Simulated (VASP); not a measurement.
SrTiO3:

```
Sr Ti O
1.0
     3.93988    0.00000    0.00000
     0.00000    3.93988    0.00000
     0.00000    0.00000    3.93988
Sr Ti O
1 1 3
Direct
  0.00000 0.00000 0.00000
  0.50000 0.50000 0.50000
  0.50000 0.00000 0.50000
  0.50000 0.50000 0.00000
  0.00000 0.50000 0.50000
```

The cell is a database's computed one.

Base run:

```yaml
Program: VASP 6.6.1
Functional: r2SCAN
Potentials_or_basis: VASP PAW PBE potentials, release 64 (Sr_sv, Ti_sv, O)
Cutoff: 450 eV
k_mesh: 10 × 10 × 10
Occupations: gaussian, width 0.02 eV
Spin: no spin polarisation
```

Its results: band gap on the k mesh 2.22 eV, indirect (least direct gap 2.61 eV).

Q: After a change of settings the same cell gave: band gap on the k mesh 1.76 eV, indirect (least direct gap 2.13 eV). Which change was it?
A. functional from r2SCAN to HSE06; k mesh from 10 × 10 × 10 to 6 × 6 × 6
B. functional from r2SCAN to PBE0; k mesh from 10 × 10 × 10 to 6 × 6 × 6
C. functional from r2SCAN to PBEsol

A: C.

r2SCAN gives the wider gap, since meta-GGAs in the generalised Kohn-Sham scheme recover part of the derivative discontinuity.

Runs at the PBE level aren't shown here.
